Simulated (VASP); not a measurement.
Here is a VASP 6.6.1 calculation.

File INCAR:

```
SYSTEM = Cs
PREC = Accurate ; ENCUT = 600
EDIFF = 1E-7 ; ISMEAR = -1
SIGMA = 0.05 ; LREAL = .False.
LASPH = .True. ; NELM = 60
ALGO = Normal ; ISIF = 2
LWAVE = .False. ; LCHARG = .False.
LDIPOL = .True. ; IDIPOL = 3
DIPOL = 0.5 0.5 0.500 ; GGA = PE
IBRION = 2 ; NSW = 60
EDIFFG = -0.005
```

The input KPOINTS:

```
regular mesh
0
Gamma
  6 6 1
  0 0 0
```

POSCAR

```
Cs
1.0
    5.2351235659      0.0000000000      0.0000000000
   -1.7450411886      4.9357218317      0.0000000000
    0.0000000000      0.0000000000     23.5489209845
Cs
3
Selective dynamics
Direct
    0.5000000000      0.5000000000      0.3184859300  F F F
    0.0000000000      0.0000000000      0.5000000000  T T T
    0.5000000000      0.5000000000      0.6815140700  T T T
```

Potentials or basis: VASP PAW PBE potentials, release 54 (Cs_sv).

Launch:

```sh
$ cat potpaw_PBE.54/Cs_sv/POTCAR > POTCAR
$ mpirun -np 1 vasp_std > vasp.out
```

Q: Predict the band gap on the k mesh.

A: None (metal or under the smearing width).

Q: What does it give for the energy gained by relaxing?

A: 1.0 meV/atom.

Final structure:
```yaml
crystal:
  lattice:
    - [5.23512, 0.00000, 0.00000]
    - [-1.74504, 4.93572, 0.00000]
    - [0.00000, 0.00000, 23.54892]
  atoms:
    - { symbol: Cs, position: [0.50000, 0.50000, 0.31849] }
    - { symbol: Cs, position: [0.00000, 0.00000, 0.50580] }
    - { symbol: Cs, position: [0.50000, 0.50000, 0.69344] }
```

Spin-orbit coupling is left out, which matters for the levels of Cs.
